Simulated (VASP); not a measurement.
Data:

```yaml
crystal:
  lattice:
    - [3.85032, 0.00000, 0.00000]
    - [0.00000, 3.85032, 0.00000]
    - [0.00000, 0.00000, 3.85032]
  atoms:
    - { symbol: Cu, position: [0.00000, 0.50000, 0.50000] }
    - { symbol: Cu, position: [0.50000, 0.00000, 0.50000] }
    - { symbol: Cu, position: [0.50000, 0.50000, 0.00000] }
    - { symbol: Au, position: [0.00000, 0.00000, 0.00000] }
```

Computed with revPBE GGA, VASP's PBE PAW potentials (set 64) (plane waves; VASP). Settings: 520 eV cut-off, 8×8×8 Γ-centred mesh, first-order Methfessel-Paxton smearing of 0.10 eV, potentials Cu Au.

Unless said otherwise, spin-orbit coupling is left out, though it shifts the bands of the heavy elements here.

Q: Estimate the energy per atom (σ→0), pressure, band gap (on the k-mesh) with the smallest direct gap where there is one.

A: 
| Quantity | Value |
|---|---|
| band gap (on the k-mesh) | none (metal, semimetal or under 0.01 eV) |
| energy per atom (σ→0) | -3.241 eV/atom |
| pressure | -3.22 GPa |

The absolute energy has meaning only against runs of the same code, potentials and settings.

The compound is Cu3Au in the L1_2 structure. This cell is one point of a volume scan, at 1.03 of the reference volume.
